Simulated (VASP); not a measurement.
Data:

```yaml
crystal:
  lattice:
    - [0.00000, 1.99919, 1.99919]
    - [1.99919, 0.00000, 1.99919]
    - [1.99919, 1.99919, 0.00000]
  atoms:
    - { symbol: Li, position: [0.00000, 0.00000, 0.00000] }
    - { symbol: H, position: [0.50000, 0.50000, 0.50000] }
```

Level of theory: modified Becke-Johnson potential (mBJ), VASP's PBE PAW potentials (set 64) (plane waves; VASP). Run with 520 eV cut-off, 8×8×8 Γ-centred mesh, Gaussian smearing of 0.050 eV, potentials Li_sv H.

mBJ is a potential without an energy functional, so only the levels count.

Q: Give the energies of bands 2 to 4 at the high-symmetry points, in eV from the valence-band maximum.

A: 
```json
[
 {"band": "2", "Γ": "-4.67", "X": "0.00", "U": "-0.35", "L": "-2.05", "W": "-0.15"},
 {"band": "3", "Γ": "17.17", "X": "5.07", "U": "6.22", "L": "6.72", "W": "7.36"},
 {"band": "4", "Γ": "20.05", "X": "12.85", "U": "9.43", "L": "15.32", "W": "7.37"}
]
```

The gap is direct, 5.07 eV, from the valence maximum at X to the conduction minimum at X.

The compound is LiH in the rock salt structure. It was relaxed first, which changed the volume by -6 %. The cell's shape comes from a PBE relaxation.
